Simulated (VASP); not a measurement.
Given:

```
CELL_PARAMETERS angstrom
      0.00000     2.92914     2.92914
      2.92914     0.00000     2.92914
     11.70631    11.70631     0.01027
ATOMIC_POSITIONS crystal
  Hg 0.00128 0.00128 0.99904
  Hg 0.99916 0.99916 0.25063
  S  0.24974 0.24974 0.06270
  S  0.24783 0.24783 0.31413
  S  0.25030 0.25030 0.56228
  S  0.25283 0.25283 0.81038
  Cd 0.99849 0.99849 0.50113
  Cd 0.00038 0.00038 0.74972
```

Calculation: PBEsol GGA, VASP's PBE PAW potentials (set 64) (plane waves; VASP). Run with 400 eV cut-off, 10×10×3 Γ-centred mesh, tetrahedra with Blöchl corrections, potentials Hg S Cd.

Unless said otherwise, spin-orbit coupling is left out, though it shifts the bands of the heavy elements here.

### Question
Estimate the energy per atom (σ→0), band gap (on the k-mesh) with the smallest direct gap where there is one.

### Answer

band gap (on the k-mesh): 0.05 eV
smallest direct gap (on the k-mesh): 0.05 eV
energy per atom (σ→0): -3.021 eV/atom

Total energies compare only between runs with the same potentials, cut-off and functional.

The structure was generated: Cd2Hg2S4 was put into an ordered model structure (R3m), which need not be its known phase. It was relaxed first.
